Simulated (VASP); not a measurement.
```yaml
crystal:
  lattice:
    - [0.00000, 1.85661, 1.85661]
    - [1.85661, 0.00000, 1.85661]
    - [1.85661, 1.85661, 0.00000]
  atoms:
    - { symbol: Pd, position: [0.00000, 0.00000, 0.00000] }
```

These are LDA (Ceperley-Alder, Perdew-Zunger), VASP's LDA PAW potentials (set 64) (plane waves; VASP) values and carry that method's errors. Numerical set-up: 500 eV cut-off, 17×17×17 Γ-centred mesh, first-order Methfessel-Paxton smearing of 0.10 eV, potentials Pd.

Estimate the energy per atom (σ→0), pressure, band gap (on the k-mesh) with the smallest direct gap where there is one.

```
Property                                                     Value
------------------------  ----------------------------------------
band gap (on the k-mesh)  none (metal, semimetal or under 0.01 eV)
energy per atom (σ→0)                               -6.374 eV/atom
pressure                                                 29.97 GPa
```

Total energies compare only between runs with the same potentials, cut-off and functional.

The compound is Pd in the fcc structure. It was relaxed first under an external pressure of 30 GPa.
